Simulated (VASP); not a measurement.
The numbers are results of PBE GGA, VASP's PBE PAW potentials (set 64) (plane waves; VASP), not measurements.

Input for VASP

POSCAR:
```
Ga35CN35
1
    4.8683178927    -8.4321738171     0.0000000000
    4.8683178927     8.4321738171     0.0000000000
    0.0000000000     0.0000000000    10.5562839806
Ga N C
35 35 1
Direct
  0.2201578284   0.1119466888   0.2483109144
  0.1112916863   0.2242499009   0.9982732797
  0.2243874949   0.1146320599   0.7489103164
  0.1064626182   0.2291589788   0.4918692575
  0.2101199539   0.4388007399   0.2575262039
  0.1113372139   0.5539418177   0.9982605930
  0.2306740890   0.4488618710   0.7393983516
  0.1067181643   0.5444907068   0.4916730097
  0.2201426292   0.7756379839   0.2484457857
  0.1125997731   0.8897655265   0.9995355227
  0.2244468649   0.7767151274   0.7489004673
  0.1162164138   0.8917333595   0.5009006220
  0.5519566529   0.1096272888   0.2511670635
  0.4448099421   0.2247494497   0.0009913075
  0.5556221349   0.1113668919   0.7507557741
  0.4418329716   0.2305997525   0.5022046728
  0.5482731187   0.4486489041   0.2574872674
  0.4412816609   0.5541566296   0.0001449182
  0.5616900359   0.4489574587   0.7460153932
  0.5482743813   0.7668115183   0.2574388136
  0.4447296723   0.8871267840   0.0010733187
  0.5616745284   0.7796646152   0.7461286704
  0.4418512900   0.8782350270   0.5022639295
  0.8813861235   0.1066206510   0.2479909044
  0.7766779098   0.2218784985   0.9992237300
  0.8926967748   0.1151899149   0.7491433527
  0.7701668890   0.2186762822   0.5007414011
  0.8813147180   0.4418780857   0.2479073955
  0.7759429170   0.5555366438   0.0003160117
  0.8927201829   0.4445916002   0.7490597386
  0.7833276104   0.5626068156   0.5026989744
  0.8884274828   0.7777731636   0.2495846820
  0.7757860739   0.8874359760   0.0003726900
  0.8939995193   0.7804547623   0.7523545782
  0.7832663917   0.8878527931   0.5027462896
  0.2210030328   0.1173955003   0.4371512209
  0.1048919495   0.2194204551   0.1872867887
  0.2221654847   0.1127384555   0.9378278510
  0.1146700995   0.2264314719   0.6807875540
  0.1048299470   0.5528797875   0.1872805510
  0.2239626772   0.4454839141   0.9299295765
  0.1147276152   0.5552428493   0.6807268568
  0.2211354988   0.7708819356   0.4371721664
  0.1111474800   0.8892229071   0.1880684490
  0.2221206717   0.7763125723   0.9378142156
  0.1162005358   0.8916147292   0.6886605316
  0.5475748819   0.1073499792   0.4400600635
  0.4442028536   0.2260173795   0.1921883672
  0.5534111165   0.1101350179   0.9393684750
  0.4470059550   0.2257155756   0.6887762566
  0.5488367540   0.4775385874   0.4563588524
  0.4314786231   0.5493287736   0.1904781944
  0.5545111521   0.4464336203   0.9350884879
  0.4663950631   0.5667972132   0.6518480370
  0.5486449031   0.7383152396   0.4563417607
  0.4442022617   0.8854128835   0.1922258546
  0.5543472395   0.7750747293   0.9352044351
  0.4470314038   0.8884187259   0.6888173214
  0.8806295424   0.1075728531   0.4366757850
  0.7731298287   0.2201261837   0.1871870521
  0.8889110291   0.1110350053   0.9379093166
  0.7777442500   0.2224464671   0.6886120629
  0.8806841984   0.4402216162   0.4365982270
  0.7697254208   0.5541175086   0.1908665728
  0.8890035344   0.4449720926   0.9378315988
  0.7851467690   0.5591357051   0.6893394249
  0.8960622952   0.7816195711   0.4380372092
  0.7697707507   0.8827599681   0.1909600048
  0.8897627481   0.7784440200   0.9403773367
  0.7851054244   0.8930290643   0.6894266595
  0.5035702969   0.5853513740   0.5173106814
```

**KPOINTS**
```
Automatic mesh
0
Gamma
1 1 1
0 0 0
```

### INCAR
```
ISMEAR  =  0
NELMIN  =  4
ALGO  =  Fast
SYSTEM  =  Ga35CN35
ISYM  =  0
GGA  =  PE
NELECT  =  285.0
PREC  =  Normal
ISPIN  =  2
LHYPERFINE  =  .TRUE.
ENCUT  =  400   # plane-wave cut-off (eV)
LCHARG  =  .FALSE.
LMAXMIX  =  4
LORBIT  =  11   # lm-projected
MAGMOM  =  71*0.0141
NUPDOWN  =  1
LASPH  =  .TRUE.   # aspherical one-centre terms
NELM  =  100   # most electronic steps
LREAL  =  Auto
SIGMA  =  0.05   # width (eV)
EDIFF  =  1E-6   # SCF stop (eV)
LWAVE  =  .TRUE.
```

POTCAR, in this order: Ga N C (PBE.64 set). Program: vasp_gam. Read from the step before: WAVECAR.

The resulting files:

### OUTCAR
```
 ion  position               nearest neighbor table
   1  0.220  0.112  0.248-  48 1.98  44 1.98  37 1.99  36 1.99   4 3.23  14 3.23  10 3.23   2 3.23
                             5 3.23  17 3.24  32 3.24  13 3.24  12 3.25  16 3.27  24 3.27   9 3.27
   2  0.111  0.224  0.998-  61 1.98  38 1.98  37 2.00  41 2.00   6 3.21  26 3.21  18 3.21   1 3.23
                             3 3.23  14 3.25  25 3.25  10 3.26  24 3.27  33 3.27   5 3.28   7 3.33
   3  0.224  0.115  0.749-  50 1.98  46 1.99  38 1.99  39 2.00  16 3.19  12 3.22   7 3.23  26 3.23
                             2 3.23  34 3.24  15 3.24  14 3.25  10 3.25  19 3.27  11 3.29   4 3.35
   4  0.106  0.229  0.492-  59 1.99  36 1.99  39 2.00   5 3.04   8 3.07  24 3.20   7 3.21   1 3.23
                            27 3.23  35 3.24  16 3.26  26 3.26  12 3.34   3 3.35
   5  0.210  0.439  0.258-  40 1.99  37 1.99  52 2.00   8 3.04   4 3.04  28 3.22  24 3.22   9 3.23
                             1 3.23  20 3.24  17 3.25   6 3.28   2 3.28  18 3.34
   6  0.111  0.554  0.998-  65 1.98  45 1.98  40 2.00  41 2.00   2 3.21  18 3.21  30 3.21  11 3.23
                             9 3.24  21 3.25  25 3.25  10 3.26  28 3.27  29 3.27   5 3.28   7 3.32
   7  0.231  0.449  0.739-  42 1.97  39 1.98  41 2.01  54 2.19   4 3.21   8 3.21  22 3.22  19 3.22
                            11 3.22   3 3.23  30 3.27  26 3.27  18 3.28   6 3.32   2 3.33
   8  0.107  0.544  0.492-  43 1.99  63 1.99  42 2.00   5 3.04   4 3.07  28 3.20   7 3.21   9 3.22
                            27 3.23  31 3.24  23 3.26  30 3.26  12 3.34  11 3.35
   9  0.220  0.776  0.248-  56 1.98  44 1.98  40 1.99  43 1.99   8 3.22  10 3.22  21 3.23   5 3.23
                             6 3.24  20 3.24  32 3.24  13 3.24  12 3.25  23 3.27   1 3.27  28 3.27
  10  0.113  0.890  1.000-  69 1.98  38 1.99  45 1.99  44 1.99  34 3.19   9 3.22   1 3.23  32 3.25
                            21 3.25  14 3.25   3 3.25  11 3.26   2 3.26   6 3.26  29 3.27  33 3.27
  11  0.224  0.777  0.749-  58 1.98  46 1.99  45 1.99  42 2.00  23 3.18   7 3.22  12 3.22  30 3.23
                             6 3.23  34 3.24  15 3.24  21 3.25  10 3.26  22 3.27   3 3.29   8 3.35
  12  0.116  0.892  0.501-  67 1.97  46 1.98  36 2.02  43 2.02   3 3.22  31 3.22  35 3.22  11 3.22
                            16 3.24  23 3.24   9 3.25  34 3.25   1 3.25  32 3.28   4 3.34   8 3.34
  13  0.552  0.110  0.251-  60 1.98  48 1.99  56 1.99  47 1.99  27 3.21  28 3.22  24 3.22  14 3.24
                            21 3.24   9 3.24   1 3.24  25 3.27  16 3.29  23 3.29  17 3.32  20 3.32
  14  0.445  0.225  0.001-  49 1.99  38 1.99  53 1.99  48 2.02  29 3.22  18 3.22   1 3.23  13 3.24
                             2 3.25  25 3.25   3 3.25  10 3.25  15 3.25  21 3.29  19 3.29  17 3.30
  15  0.556  0.111  0.751-  62 1.98  58 1.99  50 1.99  49 1.99  27 3.20  25 3.22   3 3.24  11 3.24
                            14 3.25  21 3.25  19 3.26  22 3.26  30 3.26  26 3.26  16 3.28  23 3.28
  16  0.442  0.231  0.502-  50 1.97  36 1.98  47 2.04  51 2.14  19 3.17  17 3.17   3 3.19  12 3.24
                            27 3.26   4 3.26   1 3.27  15 3.28  31 3.28  13 3.29
  17  0.548  0.449  0.257-  52 1.97  64 2.00  48 2.00  51 2.12  20 3.10  16 3.17   1 3.24   5 3.25
                            18 3.25  31 3.26  32 3.26  28 3.28  14 3.30  13 3.32  29 3.33
  18  0.441  0.554  0.000-  41 1.98  57 1.99  53 1.99  52 2.01   6 3.21   2 3.21  14 3.22  21 3.23
                            33 3.25  29 3.25  17 3.25  20 3.25   7 3.28  22 3.29  19 3.29   5 3.34
  19  0.562  0.449  0.746-  66 1.98  50 1.98  53 2.00  54 2.06  16 3.17  31 3.18  22 3.22   7 3.22
                            34 3.23  29 3.24  30 3.24  15 3.26   3 3.27  14 3.29  18 3.29
  20  0.548  0.767  0.257-  52 1.97  68 2.00  56 2.00  55 2.12  17 3.10  23 3.17   9 3.24   5 3.24
                            18 3.25  35 3.26  32 3.26  24 3.28  21 3.30  13 3.32  33 3.32
  21  0.445  0.887  0.001-  49 1.99  45 1.99  57 1.99  56 2.02  33 3.22  18 3.23   9 3.23  13 3.24
                             6 3.25  25 3.25  11 3.25  10 3.25  15 3.25  14 3.29  22 3.29  20 3.30
  22  0.562  0.780  0.746-  70 1.98  58 1.98  57 2.00  54 2.06  23 3.17  35 3.18  19 3.22   7 3.22
                            34 3.23  33 3.23  26 3.25  15 3.26  11 3.27  18 3.29  21 3.29
  23  0.442  0.878  0.502-  58 1.97  43 1.98  47 2.04  55 2.14  22 3.17  20 3.17  11 3.18  12 3.24
                            27 3.26   8 3.26   9 3.27  15 3.28  35 3.28  13 3.29
  24  0.881  0.107  0.248-  60 1.98  68 1.98  37 1.99  59 1.99   4 3.20  33 3.20  25 3.22   5 3.22
                            13 3.22  32 3.24  35 3.26  28 3.26  27 3.27   2 3.27   1 3.27  20 3.28
  25  0.777  0.222  0.999-  60 1.98  49 1.99  61 1.99  65 1.99  28 3.21  24 3.22  15 3.22  26 3.24
                            30 3.24  14 3.25  21 3.25   6 3.25   2 3.25  33 3.25  29 3.25  13 3.27
  26  0.893  0.115  0.749-  70 1.98  62 1.98  61 1.99  39 2.01  30 3.21   2 3.21  35 3.23   3 3.23
                            25 3.24  27 3.24  22 3.25   4 3.26  15 3.26  34 3.27   7 3.27  33 3.27
  27  0.770  0.219  0.501-  47 1.98  62 1.98  59 1.99  63 1.99  15 3.20  13 3.21   4 3.23   8 3.23
                            30 3.24  26 3.24  16 3.26  23 3.26  24 3.27  28 3.27  31 3.29  35 3.29
  28  0.881  0.442  0.248-  60 1.98  64 1.98  40 1.99  63 1.99   8 3.20  29 3.20  25 3.21   5 3.22
                            13 3.22  32 3.24  31 3.26  24 3.26  27 3.27   6 3.27   9 3.27  17 3.28
  29  0.776  0.556  0.000-  69 1.98  53 1.99  65 2.00  64 2.01  28 3.20  14 3.22  32 3.23  33 3.23
                            34 3.23  19 3.24  18 3.25  25 3.25  10 3.27   6 3.27  30 3.27  17 3.33
  30  0.893  0.445  0.749-  66 1.98  62 1.98  65 1.99  42 2.01  26 3.21   6 3.21  31 3.23  11 3.23
                            25 3.24  27 3.24  19 3.24   8 3.26  15 3.26  34 3.26   7 3.27  29 3.27
  31  0.783  0.563  0.503-  67 1.97  66 1.97  63 1.98  51 2.06  35 3.17  19 3.18  34 3.21  12 3.22
                            32 3.23  30 3.23   8 3.24  17 3.26  28 3.26  16 3.28  27 3.29
  32  0.888  0.778  0.250-  68 1.99  64 1.99  44 1.99  67 1.99  31 3.23  33 3.23  29 3.23  35 3.23
                            28 3.24  24 3.24   9 3.24   1 3.24  10 3.25  17 3.26  20 3.26  12 3.28
  33  0.776  0.887  0.000-  69 1.98  57 1.99  61 2.00  68 2.01  24 3.20  21 3.22  32 3.23  29 3.23
                            22 3.23  34 3.23  18 3.25  25 3.25  10 3.27   2 3.27  26 3.27  20 3.32
  34  0.894  0.780  0.752-  66 1.98  70 1.98  69 1.99  46 1.99  10 3.19  31 3.21  35 3.21  19 3.23
                            22 3.23  29 3.23  33 3.23   3 3.24  11 3.24  12 3.25  30 3.26  26 3.27
  35  0.783  0.888  0.503-  67 1.97  70 1.97  59 1.98  55 2.06  31 3.17  22 3.18  34 3.21  12 3.22
                            32 3.23  26 3.23   4 3.24  20 3.26  24 3.26  23 3.28  27 3.29
  36  0.221  0.117  0.437-  16 1.98   4 1.99   1 1.99  12 2.02
  37  0.105  0.219  0.187-   1 1.99  24 1.99   5 1.99   2 2.00
  38  0.222  0.113  0.938-   2 1.98  10 1.99  14 1.99   3 1.99
  39  0.115  0.226  0.681-   7 1.98   4 2.00   3 2.00  26 2.01
...
```

### OSZICAR
```
       N       E                     dE             d eps       ncg     rms          rms(c)
DAV:   1    -0.420673515304E+03   -0.42067E+03   -0.22070E-05   872   0.145E-02    0.660E-03
RMM:   2    -0.420673513379E+03    0.19248E-05   -0.81803E-06   670   0.496E-03    0.173E-03
RMM:   3    -0.420673513602E+03   -0.22263E-06   -0.38888E-06   678   0.316E-03    0.142E-03
RMM:   4    -0.420673513562E+03    0.39745E-07   -0.31479E-07   497   0.119E-03
   1 F= -.42067351E+03 E0= -.42067351E+03  d E =-.478904E-10  mag=     1.0000
```

### OUTCAR
```
------------------------ aborting loop because EDIFF is reached ----------------------------------------
  FORCE on cell =-STRESS in cart. coord.  units (eV):
  Direction    XX          YY          ZZ          XY          YZ          ZX
  --------------------------------------------------------------------------------------
  Total        0.5805256     -6.3883494    -13.1506850     -6.2172090     -3.2488869      5.6056712
  in kB        1.0731797    -11.8097228    -24.3108093    -11.4933467     -6.0060042     10.3628368
  external PRESSURE =     -11.6824508 kB  Pullay stress =       0.0000000 kB
  volume of cell :      866.68
      direct lattice vectors                 reciprocal lattice vectors
     4.868317893 -8.432173817  0.000000000     0.102704879 -0.059296690  0.000000000
     4.868317893  8.432173817  0.000000000     0.102704879  0.059296690  0.000000000
     0.000000000  0.000000000 10.556283981     0.000000000  0.000000000  0.094730305
 POSITION                                       TOTAL-FORCE (eV/Angst)
 -----------------------------------------------------------------------------------
      1.61679     -0.91246      2.62124        -0.004332     -0.013911      0.010309
      1.63352      0.95248     10.53806         0.006871      0.009477     -0.002458
      1.65045     -0.92548      7.90571         0.002401     -0.003431      0.000729
      1.63391      1.03460      5.19231        -0.000497     -0.010727     -0.001363
      3.15915      1.92828      2.71852         0.002663      0.008615     -0.013907
      3.23879      3.73212     10.53792        -0.005046      0.005827      0.009148
      3.30820      1.83980      7.80530        -0.000363     -0.000069      0.009269
      3.17029      3.69137      5.19024         0.006889      0.008121      0.005425
      4.84778      4.68403      2.62266        -0.000245     -0.001797     -0.008147
      4.87983      6.55320     10.55138        -0.009390     -0.002969     -0.005342
      4.87397      4.65682      7.90561         0.005155      0.002352     -0.000696
      4.90702      6.53929      5.28765        -0.005987     -0.005630      0.003493
      3.22080     -3.72980      2.65139        -0.004727      0.001310     -0.005288
      3.25963     -1.85559      0.01046         0.008256      0.002502     -0.005975
      3.24711     -3.74604      7.92519         0.013247     -0.002514     -0.003351
      3.27362     -1.78116      5.30142         0.001717     -0.004819     -0.008111
      4.85333     -0.84005      2.71811        -0.000204      0.007652     -0.003281
      4.84611      0.95178      0.00153         0.006736     -0.001122     -0.009498
      4.92015     -0.95058      7.87515         0.007034      0.007195      0.010042
      6.40226      1.84274      2.71760        -0.003338     -0.002565      0.002348
      6.48390      3.73037      0.01133        -0.002819     -0.002744     -0.003582
      6.53007      1.83813      7.87635         0.005029      0.008887      0.013688
      6.42660      3.67966      5.30204         0.005918      0.007089      0.003165
      4.80993     -6.53296      2.61786        -0.006742      0.006757     -0.010165
      4.86129     -4.67817     10.54809        -0.002563      0.008438     -0.001768
      4.90671     -6.55607      7.90817         0.008979      0.010482      0.000668
      4.81400     -4.65026      5.28597        -0.003107      0.010242     -0.007698
      6.44172     -3.70541      2.61698        -0.011121      0.001386      0.002506
      6.48207     -1.85850      0.00334        -0.004747      0.000134     -0.006825
      6.51046     -3.77870      7.90729         0.000137     -0.005024      0.006441
      6.55244     -1.86116      5.30663        -0.008048     -0.020044     -0.013110
      8.11159     -0.93306      2.63469        -0.002218      0.001593     -0.007849
      8.09709      0.94145      0.00393         0.006003     -0.000071      0.000020
      8.15178     -0.95743      7.94207         0.013353     -0.008775      0.011071
      8.13554      0.88189      5.30713        -0.007629      0.000670      0.002138
      1.64743     -0.87364      4.61469         0.004384      0.001814     -0.005124
      1.57886      0.96572      1.97705        -0.008318     -0.005242      0.002521
      1.63042     -0.92271      9.89998         0.001766      0.007980      0.002716
      1.66059      0.94239      7.18659         0.000894     -0.003308      0.004633
      3.20194      3.77803      1.97699        -0.005643      0.004318      0.000437
      3.25908      1.86791      9.81660        -0.000490     -0.010076      0.012025
      3.26163      3.71450      7.18595         0.005785      0.005582     -0.004847
      4.82946      4.63556      4.61491        -0.003113      0.005277      0.002070
      4.87012      6.56087      1.98530         0.000098      0.004102     -0.000058
      4.86069      4.67304      9.89983        -0.001333      0.000493      0.002584
      4.90637      6.53843      7.26970        -0.004968     -0.003877     -0.004064
      3.18838     -3.71205      4.64540        -0.005090     -0.002015     -0.006403
      3.26285     -1.83978      2.02879         0.003479      0.004816     -0.002024
      3.23035     -3.73778      9.91624         0.001427      0.017499     -0.002999
      3.27502     -1.86596      7.27092        -0.007060     -0.002988     -0.001484
      4.99672     -0.60120      4.81745        -0.001328      0.004324      0.004097
      4.77488      0.99373      2.01074        -0.003917     -0.002186      0.004666
      4.87292     -0.91133      9.87106         0.004212     -0.004046      0.005342
      5.02991      0.84661      6.88109        -0.006997     -0.009225      0.007196
      6.26533      1.59933      4.81727         0.007780     -0.002256      0.001155
      6.47299      3.72036      2.02919        -0.002837      0.001513      0.001746
      6.47205      1.86121      9.87228         0.009751     -0.010391      0.000670
      6.50140      3.72185      7.27135         0.000433     -0.010582     -0.000087
      4.81088     -6.51855      4.60967        -0.002911      0.000062      0.010692
      4.83549     -4.66302      1.97600         0.001285     -0.002805     -0.001213
      4.86806     -6.55919      9.90084         0.001751     -0.004707     -0.007106
      4.86925     -4.68237      7.26918         0.000379     -0.008490     -0.003273
      6.43059     -3.71406      4.60885        -0.001419      0.002458      0.015604
      6.44489     -1.81804      2.01484        -0.006833      0.008269      0.006164
      6.49422     -3.74415      9.90002        -0.002345      0.001888     -0.004166
      6.54439     -1.90576      7.27686         0.005202     -0.007134      0.001533
      8.16749     -0.96500      4.62405         0.001665      0.000355     -0.002518
      8.04504      0.95274      2.01583        -0.004868     -0.000365     -0.001285
      8.12136     -0.93866      9.92689         0.004568     -0.001761      0.004274
      8.16969      0.91003      7.27778         0.006941     -0.004181     -0.002220
      5.30122      0.68959      5.46088        -0.009593      0.002370     -0.013300
 -----------------------------------------------------------------------------------
    total drift:                                0.006552      0.041349     -0.193230
  FREE ENERGIE OF THE ION-ELECTRON SYSTEM (eV)
  ---------------------------------------------------
  free  energy   TOTEN  =      -420.6735135621 eV

  energy  without entropy=     -420.6735135620  energy(sigma->0) =     -420.67351356

 total charge

# of ion       s       p       d       tot
------------------------------------------
    1        1.001   1.343   0.357   2.700
    2        0.998   1.331   0.353   2.682
    3        0.998   1.325   0.349   2.672
    4        1.022   1.193   0.260   2.475
    5        1.016   1.204   0.262   2.482
    6        0.998   1.332   0.353   2.683
    7        1.018   1.223   0.307   2.548
    8        1.022   1.192   0.259   2.473
    9        1.001   1.343   0.357   2.701
   10        1.000   1.338   0.354   2.692
   11        0.998   1.325   0.349   2.672
   12        1.002   1.304   0.335   2.641
   13        0.998   1.331   0.351   2.680
...
```
(Selected blocks of OUTCAR.)

At this cut-off the stress carries a Pulay error, which pulls relaxed volumes low. The cell is charged, with a uniform compensating background.  The supercell is sampled at Γ alone, which is coarse: total energies, pressure and levels can be off, energies of defects by several tenths of an eV.

The cell is a supercell with a defect, built from GaN (wurtzite): C_Ga-vac_N, charge -1.
